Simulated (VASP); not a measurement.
All values below come from PBE GGA, VASP's PBE PAW potentials (set 64) (plane waves; VASP 6.6.1).

VASP ran on this input.

File KPOINTS:
```
Automatic mesh
0
Gamma
6 6 4
0 0 0
```

**INCAR**
```
! general
SYSTEM   =  MgI2
PREC     =  Accurate
ENCUT    =  480
LREAL    =  .False.
LASPH    =  .True.   ! aspherical one-centre terms

! electronic loop
EDIFF    =  1E-7
NELM     =  100   ! most electronic steps
ALGO     =  Normal   ! blocked Davidson
LMAXMIX  =  4

! smearing
ISMEAR   =  0
SIGMA    =  0.05   ! width (eV)

! functional
GGA      =  PE

! ions
ISIF     =  2   ! forces and stress, cell fixed

! output
LWAVE    =  .False.
LCHARG   =  .False.
```

File POSCAR:
```
MgI2
4.0820310
  0.5000000209  -0.8660253348   0.0000000000
  0.5000000209   0.8660253348   0.0000000000
  0.0000000000   0.0000000000   1.8512906282
Mg I
1 2
direct
  0.0000000000   0.0000000000   0.0000000000
  0.3333330000   0.6666670000   0.2209605370
  0.6666670000   0.3333330000   0.7790394630
```

POTCAR, in this order: Mg I (PBE.64 set). Program: vasp_std.

Output

### OSZICAR
```
       N       E                     dE             d eps       ncg     rms          rms(c)
DAV:   1     0.808547363133E+02    0.80855E+02   -0.55787E+03   576   0.972E+02
DAV:   2    -0.127319983093E+01   -0.82128E+02   -0.75240E+02   824   0.150E+02
DAV:   3    -0.769096368658E+01   -0.64178E+01   -0.63878E+01   724   0.496E+01
DAV:   4    -0.782795018261E+01   -0.13699E+00   -0.13695E+00   776   0.883E+00
DAV:   5    -0.783042519646E+01   -0.24750E-02   -0.24749E-02   724   0.123E+00    0.417E+00
DAV:   6    -0.771726410435E+01    0.11316E+00   -0.13831E-01   632   0.205E+00    0.284E+00
DAV:   7    -0.769651772300E+01    0.20746E-01   -0.14679E-01   628   0.217E+00    0.665E-01
DAV:   8    -0.769420320998E+01    0.23145E-02   -0.10990E-02   668   0.628E-01    0.233E-01
DAV:   9    -0.769435270940E+01   -0.14950E-03   -0.86322E-04   716   0.215E-01    0.993E-02
DAV:  10    -0.769433848532E+01    0.14224E-04   -0.36273E-05   720   0.513E-02    0.344E-02
DAV:  11    -0.769434734624E+01   -0.88609E-05   -0.21880E-05   656   0.359E-02    0.298E-02
DAV:  12    -0.769434756165E+01   -0.21542E-06   -0.15750E-06   740   0.744E-03    0.105E-02
DAV:  13    -0.769434763815E+01   -0.76496E-07   -0.29099E-08   464   0.143E-03
   1 F= -.76943476E+01 E0= -.76943476E+01  d E =-.118762E-11
```

OUTCAR:
```
------------------------ aborting loop because EDIFF is reached ----------------------------------------
  FORCE on cell =-STRESS in cart. coord.  units (eV):
  Direction    XX          YY          ZZ          XY          YZ          ZX
  --------------------------------------------------------------------------------------
  Total        1.4710565      1.4710562      0.8360802      0.0000000     -0.0000000      0.0000000
  in kB       21.6125409     21.6125357     12.2835641      0.0000000     -0.0000000      0.0000000
  external PRESSURE =      18.5028803 kB  Pullay stress =       0.0000000 kB
  volume of cell :      109.05
      direct lattice vectors                 reciprocal lattice vectors
     2.041015585 -3.535142263  0.000000000     0.244976081 -0.141437024  0.000000000
     2.041015585  3.535142263  0.000000000     0.244976081  0.141437024  0.000000000
     0.000000000  0.000000000  7.557025734     0.000000000  0.000000000  0.132327193
 POSITION                                       TOTAL-FORCE (eV/Angst)
 -----------------------------------------------------------------------------------
      0.00000      0.00000      0.00000         0.000000     -0.000000      0.000000
      2.04102      1.17838      1.66980         0.000000     -0.000000      0.222683
      2.04102     -1.17838      5.88722        -0.000000      0.000000     -0.222683
 -----------------------------------------------------------------------------------
    total drift:                                0.000000     -0.000000      0.000000
  FREE ENERGIE OF THE ION-ELECTRON SYSTEM (eV)
  ---------------------------------------------------
  free  energy   TOTEN  =        -7.6943476382 eV

  energy  without entropy=       -7.6943476381  energy(sigma->0) =       -7.69434764
```
(Selected blocks of OUTCAR.)

File OUTCAR:
```
 val. band max:        1.7757635895   @ k =   0.0000   0.0000   0.0000

 cond. band min:       5.3688786664   @ k =   0.5000   0.0000   0.5000


 Fermi energy:         1.9981955482

 k-point     1 :       0.0000    0.0000    0.0000
  band No.  band energies     occupation
      1     -10.3387      2.00000
      2      -9.7269      2.00000
      3      -1.6543      2.00000
      4       1.3403      2.00000
      5       1.4606      2.00000
      6       1.4606      2.00000
      7       1.7758      2.00000
      8       1.7758      2.00000
      9       5.6646      0.00000
     10       6.7278      0.00000
     11       8.5815      0.00000
     12       8.5816      0.00000

 k-point     2 :       0.1667    0.0000    0.0000
  band No.  band energies     occupation
      1     -10.1870      2.00000
      2      -9.6347      2.00000
      3      -1.4861      2.00000
      4       0.3707      2.00000
      5       0.8748      2.00000
      6       1.1425      2.00000
      7       1.3630      2.00000
      8       1.6815      2.00000
      9       6.4959      0.00000
     10       7.2172      0.00000
     11       8.0942      0.00000
     12       8.8606      0.00000

 k-point     3 :       0.3333    0.0000    0.0000
  band No.  band energies     occupation
      1      -9.8276      2.00000
      2      -9.4579      2.00000
      3      -1.4790      2.00000
      4      -0.9069      2.00000
      5      -0.0866      2.00000
      6       0.6848      2.00000
      7       1.1885      2.00000
      8       1.4154      2.00000
      9       5.9052      0.00000
     10       7.2370      0.00000
     11       7.7412      0.00000
     12       9.0776      0.00000

 k-point     4 :       0.5000    0.0000    0.0000
  band No.  band energies     occupation
      1      -9.5815      2.00000
      2      -9.4059      2.00000
      3      -1.9467      2.00000
      4      -1.2799      2.00000
      5       0.0718      2.00000
      6       0.4967      2.00000
...
```

Without a dispersion term in the relaxation, distances and binding between the weakly bound layers, chains or molecules are unreliable, and so is what depends on them. Unless said otherwise, spin-orbit coupling is left out, though it shifts the bands of the heavy elements here.

The compound is MgI2 in the 1T layered structure. This cell was strained or had an atom moved on purpose.
